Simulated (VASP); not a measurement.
An input for Ansatz (written as the equivalent of a VASP run, and not itself run):

Ansatz 0.2 input:
```yaml
crystal:
  lattice:
    - [5.0493510, 0.0000000, 0.0000000]
    - [0.0000000, 5.1053140, 0.0000000]
    - [-0.8684560, 0.0000000, 5.1571680]
  atoms:
    - { symbol: Hf, position: [0.2761400, 0.4580600, 0.7079100] }
    - { symbol: Hf, position: [0.7238600, 0.5419400, 0.2920900] }
    - { symbol: Hf, position: [0.7238600, 0.9580600, 0.7920900] }
    - { symbol: Hf, position: [0.2761400, 0.0419400, 0.2079100] }
    - { symbol: O, position: [0.4480000, 0.7425300, 0.9785800] }
    - { symbol: O, position: [0.5520000, 0.2574700, 0.0214200] }
    - { symbol: O, position: [0.5520000, 0.2425300, 0.5214200] }
    - { symbol: O, position: [0.4480000, 0.7574700, 0.4785800] }
    - { symbol: O, position: [0.0683600, 0.3307600, 0.3462500] }
    - { symbol: O, position: [0.9316400, 0.6692400, 0.6537500] }
    - { symbol: O, position: [0.9316400, 0.8307600, 0.1537500] }
    - { symbol: O, position: [0.0683600, 0.1692400, 0.8462500] }
kpoints:
  mp_grid: { grid: [3, 3, 3] }
hamiltonian:
  xc: lda
  pseudopotentials: { kind: paw }
scf:
  occupations: { method: fermi_dirac, width: 0.02 }
  max_iter: 100
output: { forces: true, stress: true, eigenvalues: true }
```

Question: Translate this input to VASP (INCAR, KPOINTS, POSCAR, choice of POTCAR).

Answer: One answer among several that fit: 
File POSCAR:
```
HfO2
1
    5.0493510000     0.0000000000     0.0000000000
    0.0000000000     5.1053140000     0.0000000000
   -0.8684560000     0.0000000000     5.1571680000
Hf O
4 8
Direct
  0.2761400000   0.4580600000   0.7079100000
  0.7238600000   0.5419400000   0.2920900000
  0.7238600000   0.9580600000   0.7920900000
  0.2761400000   0.0419400000   0.2079100000
  0.4480000000   0.7425300000   0.9785800000
  0.5520000000   0.2574700000   0.0214200000
  0.5520000000   0.2425300000   0.5214200000
  0.4480000000   0.7574700000   0.4785800000
  0.0683600000   0.3307600000   0.3462500000
  0.9316400000   0.6692400000   0.6537500000
  0.9316400000   0.8307600000   0.1537500000
  0.0683600000   0.1692400000   0.8462500000
```

### INCAR
```
SYSTEM = HfO2
PREC = Accurate
ENCUT = 400
EDIFF = 1E-6
NELM = 100
ALGO = Normal
LREAL = .FALSE.
LASPH = .TRUE.
ISMEAR = -1
SIGMA = 0.02
LMAXMIX = 6
LWAVE = .FALSE.
LCHARG = .FALSE.
ISIF = 2
```

**KPOINTS**
```
K-points
0
G
 3 3 3
0 0 0
```

POTCAR, in this order: Hf_pv O (LDA.64 set). Program: vasp_std.

Limits of the translation: each code has its own PAW files, so the cut-off isn't converted (ENCUT is set for VASP's; basis.ecutwfc is left out, and Ansatz then takes the one that its files recommend); Ansatz stops its SCF on the density residual and VASP on the energy change (EDIFF); Ansatz's lda is the Perdew-Wang form, while the LDA potentials of VASP carry Perdew-Zunger's.

The structure comes from a computed database's HfO2 entry, a phase known from measurement. The cell was not relaxed at this level. The k-mesh is coarse (spacing up to 0.42 per Å, 2π included), so the numbers may not be converged in it.
